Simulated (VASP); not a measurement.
The system is CdGeAs2.

```
Cd Ge As
1.0
    -2.98887    2.98887    5.66430
     2.98887   -2.98887    5.66430
     2.98887    2.98887   -5.66430
Cd Ge As
2 2 4
Direct
  0.25000 0.75000 0.50000
  0.50000 0.50000 0.00000
  0.00000 0.00000 0.00000
  0.75000 0.25000 0.50000
  0.87500 0.34622 0.97122
  0.65378 0.62500 0.52878
  0.37500 0.90378 0.02878
  0.09622 0.12500 0.47122
```

The cell is a database's computed one.

| Item | Value |
| --- | --- |
| Program | VASP 6.6.1 |
| Task | relaxation of cell and atoms |
| Functional | PBE |
| Potentials or basis | VASP PAW PBE potentials, release 64 (Cd, Ge_d, As) |
| Cutoff | 600 eV |
| k mesh | 8 × 8 × 8 |
| Occupations | gaussian, width 0.03 eV |
| Spin | no spin polarisation |

At the start: pressure 2.4 GPa; volume 25.30 Å³/atom.

**Question.** How do energy, volume and symmetry change on relaxing?

**Answer.** Over 5 steps the energy falls by 7.7 meV/atom and the volume is 26.34 Å³/atom (+4.1 %); space group I-42d (No. 122, to 0.05 Å).

Step by step:
```
step  energy change (eV)  largest force (eV/Å)  pressure (GPa)  volume (Å³)
   1              0.0000                0.1334            2.37       202.41
   2             -0.0555                0.0253           -0.67       213.55
   3             -0.0612                0.0494           -0.02       210.83
   4             -0.0616                0.0302           -0.01       210.78
   5             -0.0618                0.0017            0.00       210.70
```

Final structure:
```
Cd Ge As
1.0
    -3.02855    3.02855    5.74292
     3.02855   -3.02855    5.74292
     3.02855    3.02855   -5.74292
Cd Ge As
2 2 4
Direct
  0.25000 0.75000 0.50000
  0.50000 0.50000 0.00000
  0.00000 0.00000 0.00000
  0.75000 0.25000 0.50000
  0.87500 0.34806 0.97306
  0.65194 0.62500 0.52694
  0.37500 0.90194 0.02694
  0.09806 0.12500 0.47306
```
